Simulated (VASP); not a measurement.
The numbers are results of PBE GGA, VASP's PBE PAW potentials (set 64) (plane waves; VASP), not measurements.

VASP input:

KPOINTS:
```
Automatic mesh
0
gamma
6 6 6
0 0 0
```

### POSCAR
```
PbF2
1
    0.0000000000     2.9970633668     2.9970633668
    2.9970633668     0.0000000000     2.9970633668
    2.9970633668     2.9970633668     0.0000000000
Pb F
1 2
Direct
  0.0000000000   1.0000000000   0.0000000000
  0.2500000000   0.2500000000   0.2500000000
  0.7500000000   0.7500000000   0.7500000000
```

**INCAR**
```
SYSTEM=PbF2
PREC=Accurate; ENCUT=600; LREAL=.False.
LASPH=.True.
EDIFF=1E-7; NELM=100; ALGO=Normal
LMAXMIX=4
ISMEAR=0; SIGMA=0.05
GGA=PE
IBRION=2; NSW=40; ISIF=3
EDIFFG=-0.01; PSTRESS=10
LWAVE=.False.; LCHARG=.False.
```

POTCAR, in this order: Pb_d F (PBE.64 set). Program: vasp_std.

Task: What will the output report for the number of irreducible k-points (NKPTS), number of bands (NBANDS), largest plane-wave count, number of space-group operations, FFT grid (NGX, NGY, NGZ)?

Result: 
```
Item                                          Result
--------------------------------------  ------------
number of irreducible k-points (NKPTS)            16
number of bands (NBANDS)                          18
largest plane-wave count                        1820
number of space-group operations                  48
FFT grid (NGX, NGY, NGZ)                36 × 36 × 36
```

The compound is PbF2 in the fluorite structure, the β form. This run relaxes it under an external pressure of 1 GPa. Symmetry was kept, so distortions that lower it aren't found.
